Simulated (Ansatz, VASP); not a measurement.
# Y3SbC (Y3SbC antiperovskite): VASP beside Ansatz, part 3 of 3

One calculation is typed for both programs; each brings its own data sets. How far apart do they land? The cell is generated by rule, not measured, and may not be a known phase. The cell is taken from a series of runs on this material, whose earlier steps may have relaxed, scaled, displaced or heated it; both programs get it as it stands.

VASP 6.6.1 and Ansatz 0.2.0.

So far: The structure; VASP: zone-centre phonons, PBE.

The structure was built from a prototype and need not be the compound's stable phase.

## (3) Ansatz: zone-centre phonons, PBE

Level of this step: Ansatz beside VASP: Kohn-Sham DFT, plane waves, PBE (Ansatz).

Ansatz runs on its default PAW (the set named soft_2) files.

The same cell, functional, mesh and smearing now go to Ansatz, which takes its cutoff from its data sets.

The input, input.yaml:

```yaml
crystal:
  lattice:
    - [4.8727765064, 0.0, 0.0]
    - [0.0, 4.8727765064, 0.0]
    - [0.0, 0.0, 4.8727765064]
  atoms:
    - { symbol: Sb, position: [0.0, 0.0, 0.0] }
    - { symbol: "Y", position: [0.5, 0.5, 0.0] }
    - { symbol: "Y", position: [0.5, 0.0, 0.5] }
    - { symbol: "Y", position: [0.0, 0.5, 0.5] }
    - { symbol: C, position: [0.5, 0.5, 0.5] }
kpoints:
  mp_grid: { grid: [4, 4, 4] }
hamiltonian:
  xc: pbe
scf:
  occupations: { method: methfessel_paxton, width: 0.2 }
output:
  eigenvalues: true
phonons:
  method: dfpt
  qmesh: [2, 2, 2]
  temperatures: { t_max: 1000, t_step: 50 }
  qpath:
    path:
      - [[0.0, 0.0, 0.0], [0.0, 0.5, 0.0], [0.5, 0.5, 0.0], [0.0, 0.0, 0.0], [0.5, 0.5, 0.5], [0.0, 0.5, 0.0]]
      - [[0.5, 0.5, 0.5], [0.5, 0.5, 0.0]]
    npoints: 10
```

Command:

```sh
> ansatz run input.yaml --threads 4 --pin off --max-ram 16384MiB --backend cpu --events-out ev --progress --plain --runs-dir out
```

Numbers of over 12 decimals in the logs are rounded to 6 here.

Output:

```text
Engine: ansatz 0.2.0, aarch64-unknown-linux-gnu
Pseudopotentials: kind: paw
Pseudopotential: Sb, paw, valence charge 15, recommended cutoff 420 eV (normal), Sb.paw.azcp
Pseudopotential: Y, paw, valence charge 11, recommended cutoff 420 eV (normal), Y.paw.azcp
Pseudopotential: C, paw, valence charge 4, recommended cutoff 420 eV (normal), C.paw.azcp
Functional definition: PBE
  parameter kappa = 0.804
  parameter beta = 0.066725
  exchange = pbe_x(kappa = kappa, mu = beta*pi^2/3)
  correlation = pbe_c(beta = beta)
Crystal: 5 atoms, lattice volume = 115.699 Å³
Basis set: ecut = 420 eV, 2301 PW (Γ), exchange–correlation on 72×72×72 points (8 copies of the dense FFT grid, shifted against one another)
Bands: 32, of which v1, the nominal top of the filled ones, is band 26 counted from 1 (25 counted from 0)
Symmetry: 48 space group operations
k-points: 10 of 64
Non-local potential: Sb, projectors of the file, l = 0: 2, l = 1: 2, l = 2: 2, l = 3: 2
Non-local potential: Y, projectors of the file, l = 0: 3, l = 1: 2, l = 2: 2, l = 3: 1
Non-local potential: C, projectors of the file, l = 0: 2, l = 1: 2, l = 2: 1
PAW form: soft (Blöchl's): semilocal exchange-correlation on the pseudo side does not see the compensation charge
PAW one-centre angular grid: Sb, 590 points (default); XC on 64 Gauss nodes
PAW one-centre angular grid: Y, 590 points (default); XC on 64 Gauss nodes
PAW one-centre angular grid: C, 110 points (default); XC on 64 Gauss nodes
Initial density: superposition of atomic densities (neutral atoms: chi_scale 0, normalization atom), corrected by the library's trained network
Initial wavefunctions: pseudopotential atomic-orbital guess
Functional: x = pbe(κ = 0.804, μ = 0.219515), c = pbe(β = 0.066725)
SCF iter   1: F=—  HF=-18284.840302 eV  |F-HF|=—  |Δ(HF+E_count)|=         —  Δρ=3.23e-3  dr2=2.17e-2  ethr=1.77e-3  ⟨swp⟩=5.4  Hψ=1255  notcnv=0
preconditioner: auto → Resta (q_TF=auto, 2.388 Å⁻¹)  ε∞=8.3  [insulator: Δε(μ)=0.221 eV  Ē_g=5.411 eV  σ=0.200 eV  W_gap=0.69  n_scr=26 (ndim 8)  ℏωp=14.6 eV  f_vac=0.000  D(μ)=2.37/eV (n_scr^D=18)  ε∞_Penn≈8.3]
SCF iter   2: F=—  HF=-18284.834040 eV  |F-HF|=—  |Δ(HF+E_count)|=   6.26e-3  S|Δr|=    0.00e0  Δρ=1.22e-3  dr2=1.43e-3  ethr=4.17e-5  ⟨swp⟩=2.0  Hψ=479  notcnv=0
SCF iter   3: F=—  HF=-18284.834228 eV  |F-HF|=—  |Δ(HF+E_count)|=   1.88e-4  S|Δr|=    0.00e0  Δρ=6.96e-4  dr2=5.32e-4  ethr=2.75e-6  ⟨swp⟩=1.1  Hψ=329  notcnv=0
SCF iter   4: F=—  HF=-18284.834304 eV  |F-HF|=—  |Δ(HF+E_count)|=   7.65e-5  S|Δr|=    0.00e0  Δρ=8.83e-5  dr2=1.10e-5  ethr=1.02e-6  ⟨swp⟩=2.0  Hψ=385  notcnv=0
SCF iter   5: F=—  HF=-18284.834307 eV  |F-HF|=—  |Δ(HF+E_count)|=   2.55e-6  S|Δr|=    0.00e0  Δρ=2.04e-5  dr2=5.46e-7  ethr=2.11e-8  ⟨swp⟩=2.2  Hψ=421  notcnv=0
SCF iter   6: F=—  HF=-18284.834304 eV  |F-HF|=—  |Δ(HF+E_count)|=   2.68e-6  S|Δr|=    0.00e0  Δρ=4.06e-6  dr2=4.24e-8  ethr=1.05e-9  ⟨swp⟩=2.0  Hψ=432  notcnv=0
SCF iter   7: F=—  HF=-18284.834304 eV  |F-HF|=—  |Δ(HF+E_count)|=   4.35e-9  S|Δr|=    0.00e0  Δρ=8.57e-7  dr2=9.06e-10  ethr=8.15e-11  ⟨swp⟩=2.0  Hψ=435  notcnv=0
SCF iter   8: F=—  HF=-18284.834304 eV  |F-HF|=—  |Δ(HF+E_count)|=  2.91e-11  S|Δr|=    0.00e0  Δρ=2.83e-7  dr2=1.01e-10  ethr=1.74e-12  ⟨swp⟩=2.1  Hψ=557  notcnv=0
SCF iter   9: F=-18284.834304 eV  HF=-18284.834304 eV  |F-HF|=1.09e-11  |Δ(HF+E_count)|=  3.64e-11  S|Δr|=    0.00e0  Δρ=5.42e-8  dr2=2.86e-12  ethr=1.00e-12  ⟨swp⟩=5.6  Hψ=1501  notcnv=0
SCF 1 converged in 9 iterations: F = -18284.834304 eV  dr2 = 2.86e-12
  greatest PAW one-centre occupation: 0.995 electrons in one spin orbital (limit 2), on the Sb atom at site 0 (counted from 0), in its partial waves of l = 2
Initial density: read from a saved state, or passed on in memory by an earlier SCF of this step, an earlier step, the calling program or the single point that the run made first
iter 1 solved again at ethr=1.42e-7 eV; its pass at ethr=3.10e-3 eV (dr2=7.38e-5 eV) is discarded
SCF iter   1: F=—  HF=-18284.834305 eV  |F-HF|=—  |Δ(HF+E_count)|=         —  Δρ=1.11e-6  dr2=9.31e-10  ethr=1.42e-7  ⟨swp⟩=3.6  Hψ=2137  notcnv=0
eigensolver tolerance schedule: the retry pair's looser diagonalisation over-reported the residual by 79216.67 of it (diagonalisation noise at an unbounded share of the residual, at the tolerance the schedule requests for it); recorded, not acted on — ethr = c·dr2/N_el stays at c = 1.0e-1
preconditioner: auto → Resta (q_TF=auto, 2.388 Å⁻¹)  ε∞=8.2  [insulator: Δε(μ)=0.225 eV  Ē_g=5.440 eV  σ=0.200 eV  W_gap=0.70  n_scr=26 (ndim 8)  ℏωp=14.6 eV  f_vac=0.000  D(μ)=2.28/eV (n_scr^D=18)  ε∞_Penn≈8.2]
SCF iter   2: F=—  HF=-18284.834304 eV  |F-HF|=—  |Δ(HF+E_count)|=   5.64e-7  S|Δr|=    0.00e0  Δρ=6.81e-7  dr2=4.51e-10  ethr=1.79e-12  ⟨swp⟩=3.9  Hψ=890  notcnv=0
SCF iter   3: F=—  HF=-18284.834304 eV  |F-HF|=—  |Δ(HF+E_count)|=  1.09e-10  S|Δr|=    0.00e0  Δρ=4.00e-7  dr2=1.25e-10  ethr=1.00e-12  ⟨swp⟩=1.9  Hψ=348  notcnv=0
SCF iter   4: F=—  HF=-18284.834304 eV  |F-HF|=—  |Δ(HF+E_count)|=  3.64e-11  S|Δr|=    0.00e0  Δρ=2.53e-7  dr2=4.75e-11  ethr=1.00e-12  ⟨swp⟩=1.0  Hψ=320  notcnv=0
SCF iter   5: F=-18284.834304 eV  HF=-18284.834304 eV  |F-HF|=3.64e-12  |Δ(HF+E_count)|=  2.18e-11  S|Δr|=    0.00e0  Δρ=1.04e-7  dr2=7.79e-12  ethr=1.00e-12  ⟨swp⟩=1.7  Hψ=711  notcnv=0
SCF 2 converged in 5 iterations: F = -18284.834304 eV  dr2 = 7.79e-12
phonons: the bands overlap, so this run is a metal and interpolates without the dipole-dipole term. If the crystal is really an insulator or semiconductor, its LO-TO splitting is missing
NSCF: frozen V_eff on 10 k-points
NSCF: frozen V_eff on 27 k-points
DFPT response loops at q = (0, 0, 0) (fractional): preconditioner auto → Kerker (q_TF=auto, 2.388 Å⁻¹) (partly filled bands, converged f_vac=0.000); β = 1.00, the filter's whole step (`scf.mixing.beta` (0.50) is not read by the response loops under this deck's `scf.mixing.preconditioner`; to damp them name `kerker` or `kerker_dos`, under which they read `scf.mixing.beta`, and type it under 1.00, their step now; both keys bind the ground state too); Broyden in place of MSR1
NSCF: frozen V_eff on 54 k-points
DFPT response loops at q = (0, 0, -0.5) (fractional): mixed as the last ones told, above
NSCF: frozen V_eff on 54 k-points
DFPT response loops at q = (0, -0.5, -0.5) (fractional): mixed as the last ones told, above
NSCF: frozen V_eff on 54 k-points
DFPT response loops at q = (-0.5, -0.5, -0.5) (fractional): mixed as the last ones told, above
SCF converged after 9 iterations
Stability not checked: this state was not tested for a lower state beside it, because cold or Methfessel-Paxton smearing, or corrected tetrahedra, fill the levels in a way that the test cannot read (fill_not_monotonic; see scf.lower_state_search)
Free energy (F): -18284.834304 eV
Harris-Foulkes:  -18284.834304 eV  (|F-HF|=1.09e-11)
Internal energy: -18284.837492 eV  (E = F + TS)
E sigma→0 (E₀):  -18284.835101 eV
Entropy (-TS):   0.003188 eV (0.638 meV/atom)
Fermi energy:    11.949955 eV
--- Per-component energies (eV) ---
  E_band       = -411.694120
  E_kinetic    = 1215.703792
  E_local      = -3233.627099  (includes V_loc(G=0)·N_el)
  E_nonlocal   = 539.897374
  E_hartree    = 1243.909324
  E_xc         = -709.728429
  E_vxc        = -757.581205  (∫ρ·V_xc dr)
  E_paw        = -13152.266067  (= ΣΔE_a)
  E_vpaw       = -663.905599  (= ΣTr[D̂ρ^β])
  E_aug_tail   = 0.000014  (compensation charges beyond the density's cutoff)
  E_ewald      = -4188.726400
  E_smearing   = 0.003188  (= −TS)
  E_closure    = 0.000000  (closes the sum)
  Σ components = -18284.834304   (vs F -18284.834304, Δ=0.00e0)
--- Band table (eV; the first three rows and the last of 10) ---
  k-point 0: bands = [... 22 lower, 10.2981, 10.2981, 11.0236, 11.0236, 11.0236, 11.6765, 11.6765, 11.6765, ... 2 higher]
  k-point 1: bands = [... 22 lower, 10.0735, 10.5617, 10.5617, 10.8173, 11.2444, 11.4563, 12.8720, 12.8720, ... 2 higher]
  k-point 2: bands = [... 22 lower, 9.1538, 10.3782, 10.3782, 11.5669, 11.6293, 12.8721, 12.9496, 13.2022, ... 2 higher]
  k-point 9: bands = [... 22 lower, 8.9099, 8.9099, 8.9099, 12.3628, 12.3628, 12.3628, 13.2393, 13.2393, ... 2 higher]
--- Phonons (Γ-DFPT): 4 representative perturbations + reference (Σ response iterations 12) ---
  ASR residual: 3.423e-5 → 0.000e0 eV/Å²; symmetrization residual: 6.135e-6 eV/Å²
  ASR residual per site (eV/Å²): 1.88e-6 2.94e-5 2.94e-5 2.94e-5 3.42e-5
  Γ frequencies (cm⁻¹): 0.00 0.00 0.00 98.28 98.28 98.28 136.83 136.83 136.83 187.11 187.11 187.11 427.98 427.98 427.98
--- Phonons (arbitrary-q DFPT): 4 irreducible q on the 2×2×2 mesh ---
  q = [0.0000, 0.0000, 0.0000] (star 1, of the zone-centre solve; hermiticity 1.03e-6, symmetrization 1.38e-11): -0.00 -0.00 0.00 98.28 98.28 98.28 136.83 136.83 136.83 187.11 187.11 187.11 427.98 427.98 427.98
  q = [0.0000, 0.0000, -0.5000] (star 3, 9 solved perturbations in 216 linear systems a pass and spin channel, the states on 27 of 64 k-point pairs; hermiticity 2.97e-7, symmetrization 3.95e-12): 85.64 85.64 88.00 88.00 92.17 98.93 106.59 121.51 121.51 179.09 179.09 203.86 411.31 411.31 475.21
  q = [0.0000, -0.5000, -0.5000] (star 3, 9 solved perturbations in 216 linear systems a pass and spin channel, the states on 27 of 64 k-point pairs; hermiticity 6.75e-7, symmetrization 1.57e-13): -37.74 76.74 76.74 87.97 105.91 105.91 112.46 112.46 123.51 153.75 183.59 234.40 397.60 464.71 464.71
  q = [-0.5000, -0.5000, -0.5000] (star 1, 4 solved perturbations in 81 linear systems a pass and spin channel, the states on 27 of 64 k-point pairs; hermiticity 4.69e-7, symmetrization 3.95e-12): 51.56 51.56 51.56 82.13 82.13 82.13 119.33 119.33 119.33 188.18 188.18 244.15 436.68 436.68 436.68
  sum rule: each row above includes the acoustic sum rule's correction from the zone centre's row sums; it moved no ω² by more than (0.88 cm⁻¹)²
  mesh force constants: q→R imaginary residual 2.51e-18; ASR residual 3.423e-5 → 0.000e0 eV/Å²; symmetrization residual 1.954e-14 eV/Å²
  interpolated dispersion: 62 rows × 15 modes
  density of states and harmonic sums: on the 14×14×14 q-mesh, interpolated from the force constants of a 2×2×2 supercell (no non-analytic term)
  largest difference from the sums on the solved wave vectors: F 1.70e-1 eV, S 2.32e-4 and C_V 6.11e-5 eV/K
  zero-point energy: 0.169089 eV/cell   skipped modes (ω ≤ 0): 11, of them read as no rigid motion or as one in doubt: 8 (4.045e-2 modes/cell left out, lowest -37.74 cm⁻¹)   left out of the sums: 2.77e-3 of the cell's modes: C_V's classical limit lies that fraction below 3 k_B per atom; for a crystal, a wire or a layer, F and S can be off by more, and a phonons.interpolated_qmesh denser along its periods is the remedy for the sampling
```

## (4) Comparison

Known differences besides the potentials themselves: VASP's run holds the zone centre alone; the data sets hold 52 valence electrons in Ansatz (on its default PAW (the set named soft_2) files) and 42 in VASP; the cutoff is 420 eV in Ansatz and 600 eV in VASP. Total energies have different zeros and are not compared.

Compared:

```csv
quantity,Ansatz,VASP,difference
optical mode 1 to 3 (cm⁻¹),98.3,98.6,-0.27 %
optical mode 4 to 6 (cm⁻¹),136.8,137.4,-0.41 %
optical mode 7 to 9 (cm⁻¹),187.1,187.1,+0.02 %
optical mode 10 to 12 (cm⁻¹),428.0,428.4,-0.10 %
```

Modes are paired by rising frequency, not by their patterns, so a pair may set unlike modes beside each other; they are those without the splitting of longitudinal modes.

## (5) Outcome

| Item | Value |
| --- | --- |
| r.m.s. difference of the optical zone-centre modes, each program's sorted by frequency (zone-centre phonons, PBE) | 0.38 cm⁻¹ |

The r.m.s. difference of the optical zone-centre modes, each program's sorted by frequency is 0.38 cm⁻¹ (zone-centre phonons, PBE). The data sets hold unlike numbers of valence electrons (52 in Ansatz and 42 in VASP), so part of the differences comes from the potentials. How closely two codes agree says nothing of how well the functional describes the real material.

[Lines on the potential files, build, host, timing and source positions are cut from VASP's logs without a mark.]

[Logs are printed without paths, hosts, clocks, repeated set-up lines and the standing remarks that a program may print on its own settings, such as how far it seeks lower states.]

[Hosts, paths, dates, database ids (printed as entryN), source tags and the programs' standing remarks are cut or masked in the printed files.]
